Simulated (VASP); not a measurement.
Method: SCAN meta-GGA, VASP's PBE PAW potentials (set 64) (plane waves; VASP).

Input for VASP

INCAR:
```
SYSTEM = HfC
PREC = Accurate; ENCUT = 520; LREAL = F
LASPH = T
EDIFF = 1E-7; NELM = 100; ALGO = Normal
LMAXMIX = 6; LMIXTAU = T
ISMEAR = 1; SIGMA = 0.1
METAGGA = SCAN
ISIF = 2
LWAVE = F; LCHARG = F
```

**POSCAR**
```
HfC
1
    0.0000000000     2.2834940553     2.2834940553
    2.2834940553     0.0000000000     2.2834940553
    2.2834940553     2.2834940553     0.0000000000
Hf C
1 1
Direct
  0.0000000000   0.0000000000   0.0000000000
  0.5000000000   0.5000000000   0.5000000000
```

KPOINTS:
```
Automatic mesh
0
Gamma
14 14 14
0 0 0
```

POTCAR, in this order: Hf_pv C (PBE.64 set). Program: vasp_std.

The run wrote:

OSZICAR:
```
       N       E                     dE             d eps       ncg     rms          rms(c)
DAV:   1    -0.318168314933E+02   -0.31817E+02   -0.78889E+03  2288   0.125E+03
DAV:   2    -0.795179653101E+02   -0.47701E+02   -0.45376E+02  3023   0.225E+02
DAV:   3    -0.812689908133E+02   -0.17510E+01   -0.17334E+01  2935   0.325E+01
DAV:   4    -0.812850074998E+02   -0.16017E-01   -0.15994E-01  2667   0.333E+00
DAV:   5    -0.812852422495E+02   -0.23475E-03   -0.23472E-03  3004   0.324E-01    0.682E+01
DAV:   6    -0.745526037051E+02    0.67326E+01   -0.14003E+01  2592   0.251E+01    0.449E+01
DAV:   7    -0.758710760206E+02   -0.13185E+01   -0.65524E-01  2468   0.881E+00    0.206E+01
DAV:   8    -0.741372598896E+02    0.17338E+01   -0.53987E-01  2628   0.706E+00    0.182E+00
DAV:   9    -0.748197084234E+02   -0.68245E+00   -0.59220E-01  2504   0.767E+00    0.282E+00
DAV:  10    -0.749425770864E+02   -0.12287E+00   -0.10692E-01  2351   0.406E+00    0.339E-01
DAV:  11    -0.749345264707E+02    0.80506E-02   -0.56771E-03  2710   0.768E-01    0.543E-01
DAV:  12    -0.749352934854E+02   -0.76701E-03   -0.42643E-04  2675   0.280E-01    0.515E-01
DAV:  13    -0.749393359740E+02   -0.40425E-02   -0.29452E-03  2318   0.669E-01    0.663E-02
DAV:  14    -0.749396373859E+02   -0.30141E-03   -0.21586E-04  2681   0.206E-01    0.103E-01
DAV:  15    -0.749396416356E+02   -0.42497E-05   -0.53162E-06  3102   0.286E-02    0.114E-01
DAV:  16    -0.749396230761E+02    0.18559E-04   -0.87904E-05  2463   0.818E-02    0.564E-02
DAV:  17    -0.749396124007E+02    0.10675E-04   -0.18915E-05  2461   0.398E-02    0.397E-02
DAV:  18    -0.749396099030E+02    0.24977E-05   -0.21050E-06  2348   0.213E-02    0.224E-02
DAV:  19    -0.749396098877E+02    0.15311E-07   -0.98533E-07  2474   0.109E-02
   1 F= -.74939610E+02 E0= -.74939599E+02  d E =-.339619E-04
```

### OUTCAR
```
------------------------ aborting loop because EDIFF is reached ----------------------------------------
  FORCE on cell =-STRESS in cart. coord.  units (eV):
  Direction    XX          YY          ZZ          XY          YZ          ZX
  --------------------------------------------------------------------------------------
  Total        1.2186904      1.2186904      1.2186904      0.0000000      0.0000000     -0.0000000
  in kB       81.9925387     81.9925387     81.9925387      0.0000000      0.0000000     -0.0000000
  external PRESSURE =      81.9925387 kB  Pullay stress =       0.0000000 kB
  volume of cell :       23.81
      direct lattice vectors                 reciprocal lattice vectors
     0.000000000  2.283494055  2.283494055    -0.218962690  0.218962690  0.218962690
     2.283494055  0.000000000  2.283494055     0.218962690 -0.218962690  0.218962690
     2.283494055  2.283494055  0.000000000     0.218962690  0.218962690 -0.218962690
 POSITION                                       TOTAL-FORCE (eV/Angst)
 -----------------------------------------------------------------------------------
      0.00000      0.00000      0.00000        -0.000000     -0.000000     -0.000000
      2.28349      2.28349      2.28349         0.000000      0.000000      0.000000
 -----------------------------------------------------------------------------------
    total drift:                                0.000000     -0.000000     -0.000000
  FREE ENERGIE OF THE ION-ELECTRON SYSTEM (eV)
  ---------------------------------------------------
  free  energy   TOTEN  =       -74.9396098877 eV

  energy  without entropy=      -74.9395759258  energy(sigma->0) =      -74.93959857
```
(Selected blocks of OUTCAR.)

The compound is HfC in the rock salt structure. This cell is one point of a volume scan, at 0.97 of the reference volume.
